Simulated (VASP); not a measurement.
All values below come from PBE GGA, VASP's PBE PAW potentials (set 64) (plane waves; VASP).

A VASP calculation is set up with these files.

**POSCAR**
```
Cu
1
    0.0000000000     1.8157517255     1.8157517255
    1.8157517255     0.0000000000     1.8157517255
    1.8157517255     1.8157517255     0.0000000000
Cu
1
Direct
  0.0000000000   0.0000000000   0.0000000000
```

INCAR:
```
NSW=20   # most ionic steps
GGA=PE   # PBE
EDIFFG=-0.03
SYSTEM=Cu
SIGMA=0.1   # width (eV)
LREAL=.FALSE.   # projection in real space or not
ISMEAR=1   # Methfessel-Paxton
NELMIN=4
ISIF=2   # forces and stress, cell fixed
EDIFF=1E-5   # SCF stop (eV)
ALGO=Fast
NELM=100   # most electronic steps
ENCUT=400   # plane-wave cut-off (eV)
LWAVE=.FALSE.
LASPH=.TRUE.   # aspherical one-centre terms
PREC=Normal
LMAXMIX=4
IBRION=2   # conjugate gradients
LCHARG=.FALSE.
```

File KPOINTS:
```
Automatic mesh
0
Gamma
20 20 20
0 0 0
```

POTCAR, in this order: Cu (PBE.64 set). Program: vasp_std.

Problem. What will the output report for the number of irreducible k-points (NKPTS), largest plane-wave count, number of space-group operations, FFT grid (NGX, NGY, NGZ)?

Solution. 
- number of irreducible k-points (NKPTS): 256
- largest plane-wave count: 229
- number of space-group operations: 48
- FFT grid (NGX, NGY, NGZ): 14 × 14 × 14

The compound is Cu in the fcc structure. It was relaxed first.
